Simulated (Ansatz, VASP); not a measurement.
# GaP in two plane-wave programs

Wanted: the spread between two codes on one cell, functional and k mesh. The cell is taken from a series of runs on this material, whose earlier steps may have relaxed, scaled, displaced or heated it; both programs get it as it stands.

Main program and level: Ansatz 0.2.0; plane waves, with VASP 6.6.1 beside it; LDA.

## Step 1: Set-up

Symmetry: F-43m, No. 216, cubic system. Conventional cell: a = 5.427 Å, b = 5.427 Å, c = 5.427 Å, α = 90.00°, β = 90.00°, γ = 90.00°. Nearest to P lie 4 Ga at 2.35 Å. Nearest to Ga lie 4 P at 2.35 Å. Farther neighbours are not listed.

As a file:

```xyz
2
Lattice="0.0000 2.7136 2.7136 2.7136 0.0000 2.7136 2.7136 2.7136 0.0000" Properties=species:S:1:pos:R:3 pbc="T T T"
P     4.0703    4.0703    4.0703
Ga    0.0000    0.0000    0.0000
```

## Step 2: VASP: zone-centre phonons, LDA, pair 1

Second derivatives magnify differences that forces hide, and they need a tight electronic threshold.

Lines of VASP's logs that name or quote its potential files are left out, and so is its time.

Contents of INCAR:

```
SYSTEM = GaP
PREC = Accurate
ENCUT = 500
EDIFF = 1E-08
NELM = 120
ISMEAR = 0
SIGMA = 0.01
LREAL = .FALSE.
ALGO = Normal
GGA = PW92
NBANDS = 15
LORBIT = 11
LWAVE = .FALSE.
LCHARG = .FALSE.
ISIF = 2
IBRION = 8
LEPSILON = .TRUE.
LASPH = .TRUE.
GGA_COMPAT = .FALSE.
EFERMI = MIDGAP
KPAR = 2
```

Contents of POSCAR:

```
GaP
1.0
    0.0000000000      2.7135585899      2.7135585899
    2.7135585899      0.0000000000      2.7135585899
    2.7135585899      2.7135585899      0.0000000000
P Ga
1 1
Direct
    0.7500000000      0.7500000000      0.7500000000
    0.0000000000      0.0000000000      0.0000000000
```

Contents of KPOINTS:

```
Automatic mesh
0
Gamma
12 12 12
0 0 0
```

Potentials, in the order of the species: P and Ga_d (LDA family, release 64).

The run is started by

```sh
mpirun -np 2 vasp_std
```

Numbers of over 12 decimals in the logs are rounded to 6 here.

Log:

```text
[banner, memory and clock lines left out]
running    2 mpi-ranks, on    1 nodes
 distrk:  each k-point on    1 cores,    2 groups
 distr:  one band on    1 cores,    1 groups

 POSCAR found type information on POSCAR P Ga
 POSCAR found :  2 types and       2 ions
|                                                                             |
|               ----> ADVICE to this user running VASP <----                  |
|                                                                             |
|     You enforced a specific xc type in the INCAR file but a different       |
|     [... a line on the potential file left out ...]
|     I HOPE YOU KNOW WHAT YOU ARE DOING!                                     |
|                                                                             |

 LDA part: xc-table for (Slater(with rela. corr.)+PW92), standard interpolation
 POSCAR, INCAR and KPOINTS ok, starting setup
 FFT: planning ... GRIDC
 FFT: planning ... GRID_SOFT
 FFT: planning ... GRID
 WAVECAR not read
 entering main loop
       N       E                     dE             d eps       ncg     rms          rms(c)
DAV:   1     0.776854721503E+02    0.77685E+02   -0.89967E+03  2240   0.166E+03
DAV:   2    -0.476181044035E+01   -0.82447E+02   -0.78474E+02  2461   0.308E+02
DAV:   3    -0.106693147833E+02   -0.59075E+01   -0.58860E+01  2706   0.676E+01
DAV:   4    -0.107680150612E+02   -0.98700E-01   -0.98670E-01  2668   0.946E+00
DAV:   5    -0.107698583775E+02   -0.18433E-02   -0.18432E-02  2833   0.112E+00    0.437E+00
DAV:   6    -0.104981889186E+02    0.27167E+00   -0.38388E-01  3330   0.110E+01    0.281E+00
DAV:   7    -0.104498949699E+02    0.48294E-01   -0.88780E-02  2854   0.215E+00    0.105E+00
DAV:   8    -0.104452004393E+02    0.46945E-02   -0.11812E-02  2742   0.126E+00    0.196E-01
DAV:   9    -0.104451678806E+02    0.32559E-04   -0.10205E-03  3238   0.422E-01    0.629E-02
DAV:  10    -0.104451671196E+02    0.76099E-06   -0.49684E-05  3331   0.841E-02    0.252E-02
DAV:  11    -0.104451733244E+02   -0.62048E-05   -0.83920E-06  2711   0.433E-02    0.708E-03
DAV:  12    -0.104451731412E+02    0.18324E-06   -0.48449E-07  2668   0.742E-03    0.482E-03
DAV:  13    -0.104451731174E+02    0.23758E-07   -0.19902E-07  2888   0.449E-03    0.894E-04
DAV:  14    -0.104451731167E+02    0.71122E-09   -0.87913E-09  1856   0.117E-03
   1 F= -.10445173E+02 E0= -.10445173E+02  d E =0.000000E+00
 Linear response reoptimize wavefunctions to high precision
DAV:   1    -0.104451731167E+02   -0.26375E-10   -0.17398E-09  2265   0.396E-04
DAV:   2    -0.104451731168E+02   -0.38199E-10   -0.24420E-10  1451   0.151E-04
 Linear response G [H, r] |phi>, progress :
  Direction:   1
       N       E                     dE             d eps       ncg     rms
RMM:   1    -0.404604968102E+02   -0.40460E+02    0.16703E+02  2511   0.237E+02
RMM:   2    -0.484390972594E+02   -0.79786E+01   -0.10518E+01  4518   0.349E+01
RMM:   3    -0.482962180288E+02    0.14288E+00    0.19211E+01  4468   0.857E+00
RMM:   4    -0.503313068404E+02   -0.20351E+01    0.10191E+00  4684   0.233E+00
RMM:   5    -0.503049919859E+02    0.26315E-01    0.14139E+00  4703   0.610E-01
RMM:   6    -0.504556260547E+02   -0.15063E+00   -0.82927E-02  4752   0.201E-01
RMM:   7    -0.504494104815E+02    0.62156E-02   -0.19854E-02  4772   0.740E-02
RMM:   8    -0.504486462209E+02    0.76426E-03   -0.12062E-02  4813   0.302E-02
RMM:   9    -0.504482864699E+02    0.35975E-03   -0.84320E-03  4766   0.134E-02
RMM:  10    -0.504483696672E+02   -0.83197E-04   -0.92569E-03  4727   0.683E-03
RMM:  11    -0.504523664403E+02   -0.39968E-02   -0.49225E-02  4243   0.408E-03
RMM:  12    -0.504500870264E+02    0.22794E-02   -0.26431E-02  3707   0.281E-03
RMM:  13    -0.504503122925E+02   -0.22527E-03   -0.28682E-02  3128   0.231E-03
RMM:  14    -0.504503181985E+02   -0.59059E-05   -0.28741E-02  2646   0.199E-03
RMM:  15    -0.504503111064E+02    0.70921E-05   -0.28670E-02  2452   0.195E-03
RMM:  16    -0.504503109945E+02    0.11192E-06   -0.28668E-02  2357   0.184E-03
RMM:  17    -0.504503123216E+02   -0.13271E-05   -0.28677E-02  2295   0.184E-03
 Linear response G [H, r] |phi>, progress :
  Direction:   2
       N       E                     dE             d eps       ncg     rms
RMM:   1    -0.396166651298E+02   -0.39617E+02    0.14191E+02  2539   0.237E+02
RMM:   2    -0.512206984469E+02   -0.11604E+02   -0.16653E+01  4502   0.341E+01
RMM:   3    -0.507648616256E+02    0.45584E+00    0.15756E+01  4383   0.850E+00
RMM:   4    -0.525499348160E+02   -0.17851E+01    0.37951E-02  4646   0.241E+00
RMM:   5    -0.525312088753E+02    0.18726E-01    0.37350E-01  4644   0.611E-01
RMM:   6    -0.525740282826E+02   -0.42819E-01   -0.43702E-02  4723   0.197E-01
RMM:   7    -0.525634694869E+02    0.10559E-01    0.62778E-02  4727   0.703E-02
[...]
RMM:   6    -0.150589647803E+01   -0.46177E-06   -0.75864E-06  4648   0.139E-02
RMM:   7    -0.150589690829E+01   -0.43026E-06   -0.20656E-06  4621   0.480E-03
RMM:   8    -0.150589679604E+01    0.11225E-06    0.60950E-10  4548   0.174E-03
RMM:   9    -0.150589683129E+01   -0.35254E-07   -0.17869E-07  4165   0.627E-04
RMM:  10    -0.150589681996E+01    0.11329E-07   -0.43553E-08  3719   0.254E-04
RMM:  11    -0.150589682092E+01   -0.95192E-09   -0.48294E-08  2615   0.112E-04
[...]
Linear response to external field, progress :
  Direction:   2
       N       E                     dE             d eps       ncg     rms          rms(c)
RMM:   1    -0.125216616406E+00   -0.12522E+00    0.51857E+00  9165   0.835E+00
RMM:   2    -0.116371393318E+01   -0.10385E+01   -0.66947E-02 16753   0.176E+00    0.147E+00
RMM:   3    -0.111764898702E+01    0.46065E-01   -0.31191E-02 16954   0.102E+00    0.850E-01
RMM:   4    -0.113881452709E+01   -0.21166E-01   -0.27109E-02 17039   0.944E-01    0.158E-01
RMM:   5    -0.114558953180E+01   -0.67750E-02   -0.17796E-03 17528   0.274E-01    0.370E-02
RMM:   6    -0.114894379312E+01   -0.33543E-02   -0.17604E-04 17533   0.901E-02    0.273E-02
RMM:   7    -0.114899174367E+01   -0.47951E-04   -0.33583E-05 17411   0.324E-02    0.237E-03
RMM:   8    -0.114915142871E+01   -0.15969E-03   -0.71651E-06 17920   0.107E-02    0.820E-04
RMM:   9    -0.114912513786E+01    0.26291E-04   -0.16062E-06 17902   0.414E-03    0.315E-04
RMM:  10    -0.114912395049E+01    0.11874E-05   -0.44575E-07 17695   0.158E-03    0.116E-04
RMM:  11    -0.114912036523E+01    0.35853E-05    0.71045E-08 17429   0.682E-04    0.793E-05
RMM:  12    -0.114911928057E+01    0.10847E-05    0.56803E-08 13579   0.277E-04    0.292E-05
RMM:  13    -0.114911885073E+01    0.42984E-06    0.21457E-07  7943   0.128E-04    0.574E-06
 change of polarisation eV/A/(eV/A) component  2 :     0.541     2.176     0.362
 dielectric tensor                  component  2 :     2.448    10.852     1.637
 Linear response to external field, progress :
  Direction:   3
       N       E                     dE             d eps       ncg     rms          rms(c)
RMM:   1    -0.125958941408E+00   -0.12596E+00    0.51783E+00  9165   0.835E+00
RMM:   2    -0.116371317226E+01   -0.10378E+01   -0.67067E-02 16752   0.176E+00    0.147E+00
RMM:   3    -0.111764997945E+01    0.46063E-01   -0.31173E-02 16955   0.102E+00    0.850E-01
RMM:   4    -0.113882123510E+01   -0.21171E-01   -0.27122E-02 17042   0.944E-01    0.158E-01
RMM:   5    -0.114558598265E+01   -0.67647E-02   -0.17745E-03 17533   0.274E-01    0.370E-02
RMM:   6    -0.114894385023E+01   -0.33579E-02   -0.17455E-04 17534   0.901E-02    0.273E-02
RMM:   7    -0.114899129722E+01   -0.47447E-04   -0.33618E-05 17415   0.324E-02    0.236E-03
RMM:   8    -0.114915152455E+01   -0.16023E-03   -0.70654E-06 17927   0.107E-02    0.819E-04
RMM:   9    -0.114912520612E+01    0.26318E-04   -0.15842E-06 17904   0.415E-03    0.315E-04
RMM:  10    -0.114912394336E+01    0.12628E-05   -0.50248E-07 17701   0.158E-03    0.115E-04
RMM:  11    -0.114912038224E+01    0.35611E-05    0.86460E-08 17445   0.683E-04    0.796E-05
RMM:  12    -0.114911929881E+01    0.10834E-05    0.43812E-08 13551   0.276E-04    0.293E-05
RMM:  13    -0.114911886849E+01    0.43032E-06    0.19313E-07  7929   0.128E-04    0.579E-06
 change of polarisation eV/A/(eV/A) component  3 :     0.455     0.527     2.176
 dielectric tensor                  component  3 :     2.058     2.388    10.852
 Linear response DOF=           2
 Linear response progress:
  Degree of freedom:   1/  2
       N       E                     dE             d eps       ncg     rms          rms(c)
RMM:   1    -0.509660908601E-01   -0.50966E-01    0.41147E-03 19316   0.179E+00
RMM:   2    -0.473677408473E-01    0.35984E-02   -0.60710E-03 15330   0.527E-01    0.120E-01
RMM:   3    -0.473932836568E-01   -0.25543E-04   -0.54277E-04 16900   0.170E-01    0.586E-02
RMM:   4    -0.476479575962E-01   -0.25467E-03   -0.11250E-04 16496   0.639E-02    0.111E-02
RMM:   5    -0.476585929094E-01   -0.10635E-04   -0.19189E-05 17687   0.217E-02    0.684E-03
RMM:   6    -0.476407778333E-01    0.17815E-04   -0.18141E-06 16565   0.781E-03    0.377E-03
RMM:   7    -0.476413174629E-01   -0.53963E-06    0.11199E-06 17511   0.303E-03    0.793E-04
RMM:   8    -0.476392151500E-01    0.21023E-05    0.64737E-07 17004   0.975E-04    0.144E-04
RMM:   9    -0.476389089057E-01    0.30624E-06    0.50477E-07 17487   0.302E-04    0.187E-05
RMM:  10    -0.476389745798E-01   -0.65674E-07    0.48771E-07 16961   0.115E-04    0.540E-06
RMM:  11    -0.476389716163E-01    0.29635E-08    0.47750E-07 17530   0.495E-05    0.562E-06
RMM:  12    -0.476389756663E-01   -0.40500E-08    0.46503E-07 16382   0.263E-05    0.181E-06
RMM:  13    -0.476389739210E-01    0.17452E-08    0.53641E-07 13895   0.171E-05    0.543E-07
RMM:  14    -0.476389942102E-01   -0.20289E-07    0.47540E-07  9708   0.129E-05    0.754E-08
 first order change of Fermi-energy  -0.10352E+01
 force on displaced ion       1 direction 1 :  -9.988  -0.000  -0.000
 Born effective charge ion    1 direction 1 :  -2.106   0.000   0.000
 Linear response progress:
  Degree of freedom:   2/  2
       N       E                     dE             d eps       ncg     rms          rms(c)
RMM:   1    -0.167003774473E+00   -0.16700E+00    0.11322E-01 10560   0.862E+00
RMM:   2    -0.165083442511E+00    0.19203E-02   -0.26313E-02 16144   0.141E+00    0.550E-02
RMM:   3    -0.165416929425E+00   -0.33349E-03   -0.38482E-03 16927   0.417E-01    0.409E-02
RMM:   4    -0.165279957164E+00    0.13697E-03   -0.13721E-03 17797   0.159E-01    0.140E-02
RMM:   5    -0.165251298226E+00    0.28659E-04   -0.12865E-04 17778   0.395E-02    0.480E-03
RMM:   6    -0.165250835783E+00    0.46244E-06   -0.56520E-05 17561   0.141E-02    0.858E-04
RMM:   7    -0.165248887449E+00    0.19483E-05   -0.24814E-05 17580   0.574E-03    0.116E-04
RMM:   8    -0.165246637801E+00    0.22496E-05   -0.12524E-05 17838   0.244E-03    0.375E-05
RMM:   9    -0.165245688372E+00    0.94943E-06   -0.56557E-06 17779   0.102E-03    0.197E-05
RMM:  10    -0.165245304081E+00    0.38429E-06   -0.16268E-06 17975   0.467E-04    0.974E-06
RMM:  11    -0.165245167036E+00    0.13705E-06   -0.55846E-07 17944   0.222E-04    0.511E-06
RMM:  12    -0.165245137211E+00    0.29825E-07   -0.41327E-07 18228   0.113E-04    0.111E-06
RMM:  13    -0.165245100643E+00    0.36568E-07   -0.60962E-08 17438   0.622E-05    0.641E-07
RMM:  14    -0.165245065977E+00    0.34666E-07    0.26629E-07 16403   0.390E-05    0.120E-07
RMM:  15    -0.165245077747E+00   -0.11770E-07    0.15288E-07 12409   0.285E-05    0.191E-07
RMM:  16    -0.165245051211E+00    0.26536E-07    0.40784E-07 10895   0.235E-05    0.732E-08
 first order change of Fermi-energy   0.10355E+01
 force on displaced ion       2 direction 1 : -10.031   0.000   0.000
 Born effective charge ion    2 direction 1 :   2.093   0.000   0.000
 Born effective charges drift removed
 Linear response finished
```

From OUTCAR (step 2):

```text
ion  position               nearest neighbor table
   1  0.750  0.750  0.750-   2 2.35   2 2.35   2 2.35   2 2.35
   2  0.000  0.000  0.000-   1 2.35   1 2.35   1 2.35   1 2.35

  LATTYP: Found a face centered cubic cell.
 ALAT       =     5.4271171798

 Subroutine GETGRP returns: Found 24 space group operations
 (whereof 24 operations were pure point group operations)

The static configuration has the point symmetry T_d .

 Found     72 irreducible k-points:

   k-points           NKPTS =     72   k-points in BZ     NKDIM =     72   number of bands    NBANDS=     15

   dimension x,y,z NGX =    28 NGY =   28 NGZ =   28
   dimension x,y,z NGXF=    56 NGYF=   56 NGZF=   56

   ENCUT  =  500.0 eV  36.75 Ry    6.06 a.u.   7.00  7.00  7.00*2*pi/ulx,y,z

   NELECT =      18.0000    total number of electrons

 k-points in reciprocal lattice and weights: Automatic mesh
   0.00000000  0.00000000  0.00000000       0.001
   0.08333333  0.00000000  0.00000000       0.005
   0.16666667  0.00000000  0.00000000       0.005
   0.25000000  0.00000000  0.00000000       0.005
   0.33333333  0.00000000  0.00000000       0.005
   0.41666667  0.00000000  0.00000000       0.005
   0.50000000  0.00000000  0.00000000       0.002
   0.08333333  0.08333333  0.00000000       0.003
   0.16666667  0.08333333  0.00000000       0.014
[...]
-0.33333333  0.50000000  0.16666667       0.007
  -0.25000000  0.50000000  0.25000000       0.003

 average (electrostatic) potential at core
       1 -84.5118       2 -66.4545

  Total       -0.4148465     -0.4148465     -0.4148465      0.0000000      0.0000000      0.0000000
  in kB      -16.6322270    -16.6322270    -16.6322270      0.0000000      0.0000000      0.0000000
  external PRESSURE =     -16.6322270 kB  Pullay stress =       0.0000000 kB

  energy-cutoff  :      500.00
  volume of cell :       39.96
      direct lattice vectors                 reciprocal lattice vectors
     0.000000000  2.713558590  2.713558590    -0.184259887  0.184259887  0.184259887
     2.713558590  0.000000000  2.713558590     0.184259887 -0.184259887  0.184259887
     2.713558590  2.713558590  0.000000000     0.184259887  0.184259887 -0.184259887

 POSITION                                       TOTAL-FORCE (eV/Angst)
 -----------------------------------------------------------------------------------
      4.07034      4.07034      4.07034        -0.000000     -0.000000     -0.000000
      0.00000      0.00000      0.00000         0.000000      0.000000      0.000000
 -----------------------------------------------------------------------------------
    total drift:                               -0.000000     -0.000000     -0.000000

 MACROSCOPIC STATIC DIELECTRIC TENSOR (including local field effects in DFT)
 ------------------------------------------------------
          10.852485    -0.000000     0.000000
           0.000000    10.852485    -0.000000
          -0.000000     0.000000    10.852485
 ------------------------------------------------------

 PIEZOELECTRIC TENSOR (including local field effects)  for field in x, y, z        (C/m^2)
          XX          YY          ZZ          XY          YZ          ZX
  --------------------------------------------------------------------------------
  x    -0.00000    -0.00000    -0.00000     0.00000     0.78133     0.00000
  y    -0.00000    -0.00000    -0.00000     0.00000     0.00000     0.78133
  z    -0.00000    -0.00000    -0.00000     0.78133     0.00000     0.00000

 BORN EFFECTIVE CHARGES (including local field effects) (in |e|, cummulative output)
 ---------------------------------------------------------------------------------
 ion    1
    1    -2.10155     0.00000     0.00000
    2     0.00000    -2.10155     0.00000
    3     0.00000    -0.00000    -2.10155
 ion    2
    1     2.10155    -0.00000    -0.00000
    2    -0.00000     2.10155    -0.00000
    3    -0.00000     0.00000     2.10155

 Eigenvectors and eigenvalues of the dynamical matrix
 ----------------------------------------------------

   1 f  =   10.675605 THz    67.076805 2PiTHz  356.099856 cm-1    44.150735 meV
             X         Y         Z           dx          dy          dz
      4.070338  4.070338  4.070338     0.000000    0.831554    0.000000
      0.000000  0.000000  0.000000     0.000000   -0.555444    0.000000

   2 f  =   10.675605 THz    67.076805 2PiTHz  356.099856 cm-1    44.150735 meV
             X         Y         Z           dx          dy          dz
      4.070338  4.070338  4.070338     0.831554    0.000000    0.000000
      0.000000  0.000000  0.000000    -0.555444    0.000000    0.000000

   3 f  =   10.675605 THz    67.076805 2PiTHz  356.099856 cm-1    44.150735 meV
             X         Y         Z           dx          dy          dz
      4.070338  4.070338  4.070338     0.000000    0.000000    0.831554
      0.000000  0.000000  0.000000     0.000000    0.000000   -0.555444

   4 f/i=    0.010663 THz     0.067000 2PiTHz    0.355692 cm-1     0.044100 meV
             X         Y         Z           dx          dy          dz
      4.070338  4.070338  4.070338    -0.555444    0.000000    0.000000
      0.000000  0.000000  0.000000    -0.831554    0.000000    0.000000

   5 f/i=    0.010663 THz     0.067000 2PiTHz    0.355692 cm-1     0.044100 meV
             X         Y         Z           dx          dy          dz
      4.070338  4.070338  4.070338     0.000000   -0.555444    0.000000
      0.000000  0.000000  0.000000     0.000000   -0.831554    0.000000

   6 f/i=    0.010663 THz     0.067000 2PiTHz    0.355692 cm-1     0.044100 meV
             X         Y         Z           dx          dy          dz
      4.070338  4.070338  4.070338     0.000000    0.000000   -0.555444
      0.000000  0.000000  0.000000     0.000000    0.000000   -0.831554

 MACROSCOPIC STATIC DIELECTRIC TENSOR IONIC CONTRIBUTION
 ------------------------------------------------------
           1.997993     0.000000    -0.000000
           0.000000     1.997993    -0.000000
          -0.000000    -0.000000     1.997993
 ------------------------------------------------------

 ELASTIC MODULI CONTR FROM IONIC RELAXATION (kBar)
 Direction    XX          YY          ZZ          XY          YZ          ZX
 --------------------------------------------------------------------------------
 XX          -0.0000     -0.0000     -0.0000     -0.0000      0.0000     -0.0000
 YY          -0.0000     -0.0000     -0.0000     -0.0000     -0.0000      0.0000
 ZZ          -0.0000     -0.0000     -0.0000      0.0000     -0.0000     -0.0000
 XY          -0.0000     -0.0000      0.0000   -191.0697      0.0000      0.0000
 YZ           0.0000     -0.0000     -0.0000      0.0000   -191.0697     -0.0000
 ZX          -0.0000      0.0000     -0.0000      0.0000     -0.0000   -191.0697
 --------------------------------------------------------------------------------

 PIEZOELECTRIC TENSOR IONIC CONTR  for field in x, y, z        (C/m^2)
          XX          YY          ZZ          XY          YZ          ZX
  --------------------------------------------------------------------------------
  x     0.00000    -0.00000    -0.00000     0.00000    -0.58139    -0.00000
  y    -0.00000     0.00000    -0.00000     0.00000    -0.00000    -0.58139
  z    -0.00000    -0.00000     0.00000    -0.58139     0.00000     0.00000
```

The dielectric response converges more slowly with the mesh than energies do, so tensor and charges may still move on a finer one.

[end of part 1 of 2]

[Lines on the potential files, build, host, timing and source positions are cut from VASP's logs without a mark.]

[Logs are printed without paths, hosts, clocks, repeated set-up lines and the standing remarks that a program may print on its own settings, such as how far it seeks lower states.]

[Hosts, paths, dates, database ids (printed as entryN), source tags and the programs' standing remarks are cut or masked in the printed files.]
